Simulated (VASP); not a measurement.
## Tl3Hg (space group Pm-3m): computed properties

Method: PBEsol GGA, VASP's PBE PAW potentials (set 64) (plane waves; VASP).

For Tl₃Hg, the space group comes out as Pm-3m (221), the cell comes out as a = 4.758 Å, b = 4.758 Å, c = 4.758 Å, α = 90.00°, β = 90.00°, γ = 90.00° and the volume per atom is 26.92 Å³/atom. The band gap (over mesh and band path) is none (metal, semimetal or under 0.01 eV). The band gap with spin-orbit coupling is none (metallic) and the density is 12.55 g/cm³.

HgTl₃ is modelled in the cubic space group Pm-3m (No. 221), the Cu3Au type structure, Pearson symbol cP4. Conventional cell: a = b = c = 4.758 Å, α = β = γ = 90.00°. Tl on 3c has 8 Tl at 3.364 Å and 4 Hg at 3.364 Å (cuboctahedral). Hg on 1a has 12 Tl at 3.364 Å (cuboctahedral). (Neighbours: up to the widest gap in distance over summed covalent radii, below 1.35, at either atom.)

Unless said otherwise, spin-orbit coupling is left out, though it shifts the bands of the heavy elements here.

The structure comes from a computed database's Tl3Hg entry (Pm-3m); how it stands against other phases isn't given here. It was relaxed first, which changed the volume by -6 %. Symmetry was kept, so distortions that lower it aren't found. The electron count is odd and the run is not spin-polarised, which forces a metal.
